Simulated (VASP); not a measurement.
VASP input:

### KPOINTS
```
Automatic mesh
0
Gamma
7 7 7
0 0 0
```

**INCAR**
```
SYSTEM = BAs
PREC = Accurate
ENCUT = 520
EDIFF = 1E-6
NELM = 100
ALGO = Normal
LREAL = .FALSE.
LASPH = .TRUE.
ISMEAR = 2
SIGMA = 0.3
GGA = PE
LMAXMIX = 4
LWAVE = .FALSE.
LCHARG = .FALSE.
ISIF = 2
```

**POSCAR**
```
BAs
1
    0.0000000000     2.4378000000     2.4378000000
    2.4378000000     0.0000000000     2.4378000000
    2.4378000000     2.4378000000     0.0000000000
B As
1 1
Direct
  0.0000000000   0.0000000000   0.0000000000
  0.2500000000   0.2500000000   0.2500000000
```

POTCAR, in this order: B As (PBE.64 set). Program: vasp_std.

Question: One choice in this input is risky. Which, and does it do harm here?

Answer: The risk: Methfessel-Paxton smearing was used on a material with a gap. Here it does no harm: the run (PBE GGA, plane waves, VASP's PBE PAW potentials (set 64)) converges to the same energy and pressure as with the safe setting.
### OSZICAR
```
       N       E                     dE             d eps       ncg     rms          rms(c)
DAV:   1     0.121194994180E+02    0.12119E+02   -0.37076E+03   320   0.860E+02
DAV:   2    -0.115509768302E+02   -0.23670E+02   -0.22760E+02   504   0.105E+02
DAV:   3    -0.119207616982E+02   -0.36978E+00   -0.36978E+00   376   0.168E+01
DAV:   4    -0.119212605130E+02   -0.49881E-03   -0.49881E-03   480   0.665E-01
DAV:   5    -0.119212606035E+02   -0.90420E-07   -0.90299E-07   360   0.817E-03    0.452E+00
DAV:   6    -0.114434450303E+02    0.47782E+00   -0.16303E+00   336   0.639E+00    0.225E+00
DAV:   7    -0.113978422525E+02    0.45603E-01   -0.15965E-01   456   0.246E+00    0.914E-01
DAV:   8    -0.113918016460E+02    0.60406E-02   -0.20728E-02   352   0.100E+00    0.106E-01
DAV:   9    -0.113921108846E+02   -0.30924E-03   -0.63261E-04   416   0.194E-01    0.587E-02
DAV:  10    -0.113923036662E+02   -0.19278E-03   -0.30751E-04   368   0.128E-01    0.157E-02
DAV:  11    -0.113923097899E+02   -0.61237E-05   -0.12550E-05   496   0.271E-02    0.120E-02
DAV:  12    -0.113923096022E+02    0.18774E-06   -0.25944E-06   320   0.113E-02
   1 F= -.11392310E+02 E0= -.11392293E+02  d E =-.651996E-04
```

The compound is BAs in the zinc blende structure. The cell was not relaxed at this level.
